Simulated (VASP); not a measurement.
Data:

```xyz
3
Lattice="0.0000 2.2703 2.2703 2.2703 0.0000 2.2703 2.2703 2.2703 0.0000" Properties=species:S:1:pos:R:3 pbc="T T T"
Li     1.1352     1.1352     1.1352
Li     3.4055     3.4055     3.4055
O      0.0000     0.0000     0.0000
```

The numbers are results of MS2 meta-GGA, VASP's PBE PAW potentials (set 64) (plane waves; VASP), not measurements. Run with 520 eV cut-off, 9×9×9 Γ-centred mesh, tetrahedra with Blöchl corrections, potentials Li_sv O.

### Question
Tabulate the total density of states (states/eV per cell) against energy (eV; zero at the valence-band maximum or, without a gap, the Fermi level).

### Answer

```tsv
E (eV)	DOS (states/eV)
-9.92	0.00
-9.20	0.00
-8.36	0.00
-7.52	0.00
-6.80	0.00
-6.08	0.00
-5.24	0.00
-4.40	0.00
-3.68	0.00
-2.96	0.00
-2.12	2.00
-1.28	3.69
-0.56	3.26
0.16	0.00
1.00	0.00
1.84	0.00
2.56	0.00
3.28	0.00
4.12	0.00
4.96	0.00
5.68	0.07
6.40	0.34
7.24	0.74
8.08	0.87
8.80	0.32
```
Within 2 eV below the valence-band maximum the largest weight inside VASP's projection spheres is O p.

The compound is Li2O in the antifluorite structure. It was relaxed first, which changed the volume by -5 %.
